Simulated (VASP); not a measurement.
Input for VASP

INCAR:
```
! general
SYSTEM   =  Al2CdS4
PREC     =  Accurate
ENCUT    =  400
LREAL    =  Auto
LASPH    =  .TRUE.

! electronic loop
EDIFF    =  1E-6
NELM     =  100
ALGO     =  Normal
LMAXMIX  =  4
LMIXTAU  =  .TRUE.

! smearing
ISMEAR   =  0
SIGMA    =  0.05

! functional
METAGGA  =  R2SCAN

! ions
IBRION   =  2
NSW      =  60
ISIF     =  3
EDIFFG   =  -0.02

! output
LWAVE    =  .FALSE.
LCHARG   =  .FALSE.
```

KPOINTS:
```
Automatic mesh
0
Gamma
4 4 4
0 0 0
```

POSCAR:
```
Al2CdS4
1.0
  0.0000000000   5.1219414894   5.1219414894
  5.1219414894   0.0000000000   5.1219414894
  5.1219414894   5.1219414894   0.0000000000
Al Cd S
4 2 8
Cartesian
  1.2804853724   1.2804853724   1.2804853724
  1.2804853724   3.8414561171   3.8414561171
  3.8414561170   3.8414561170   1.2804853724
  3.8414561171   1.2804853724   3.8414561170
  7.6829122341   7.6829122341   7.6829122341
  5.1219414894   5.1219414894   5.1219414894
  6.5487955260   6.5487955260   3.6950874533
  6.2560581975   9.1097662702   6.2560581975
  3.6950874533   3.6950874533   3.6950874533
  9.1097662702   6.2560581975   6.2560581975
  6.5487955260   3.6950874533   6.5487955260
  6.2560581975   6.2560581975   9.1097662702
  3.6950874533   6.5487955260   6.5487955260
  9.1097662702   9.1097662702   9.1097662702
```

POTCAR, in this order: Al Cd S (PBE.64 set). Program: vasp_std.

**Question.** Translate this r2SCAN calculation to Ansatz.

**Answer.** One equivalent input (not run):
Ansatz 0.2 input:
```yaml
crystal:
  lattice:
    - [0.0000000, 5.1219415, 5.1219415]
    - [5.1219415, 0.0000000, 5.1219415]
    - [5.1219415, 5.1219415, 0.0000000]
  atoms:
    - { symbol: Al, position: [0.1250000, 0.1250000, 0.1250000] }
    - { symbol: Al, position: [0.6250000, 0.1250000, 0.1250000] }
    - { symbol: Al, position: [0.1250000, 0.1250000, 0.6250000] }
    - { symbol: Al, position: [0.1250000, 0.6250000, 0.1250000] }
    - { symbol: Cd, position: [0.7500000, 0.7500000, 0.7500000] }
    - { symbol: Cd, position: [0.5000000, 0.5000000, 0.5000000] }
    - { symbol: S, position: [0.3607116, 0.3607116, 0.9178652] }
    - { symbol: S, position: [0.8892884, 0.3321348, 0.8892884] }
    - { symbol: S, position: [0.3607116, 0.3607116, 0.3607116] }
    - { symbol: S, position: [0.3321348, 0.8892884, 0.8892884] }
    - { symbol: S, position: [0.3607116, 0.9178652, 0.3607116] }
    - { symbol: S, position: [0.8892884, 0.8892884, 0.3321348] }
    - { symbol: S, position: [0.9178652, 0.3607116, 0.3607116] }
    - { symbol: S, position: [0.8892884, 0.8892884, 0.8892884] }
kpoints:
  mp_grid: { grid: [4, 4, 4] }
hamiltonian:
  xc: r2scan
  pseudopotentials: { kind: paw }
scf:
  occupations: { method: gaussian, width: 0.05 }
  max_iter: 100
relax:
  max_steps: 60
  f_tol: 0.02
  cell: {}
output: { forces: true, stress: true, eigenvalues: true }
```
The two are equivalent in intent, not identical: each code has its own PAW files, so the cut-off isn't converted (ENCUT is set for VASP's; basis.ecutwfc is left out, and Ansatz then takes the one that its files recommend); Ansatz stops its SCF on the density residual and VASP on the energy change (EDIFF).

The structure comes from a computed database's Al2CdS4 entry (Fd-3m); how it stands against other phases isn't given here. This run relaxes it. Symmetry was kept, so distortions that lower it aren't found. The start is the result of an earlier pass.
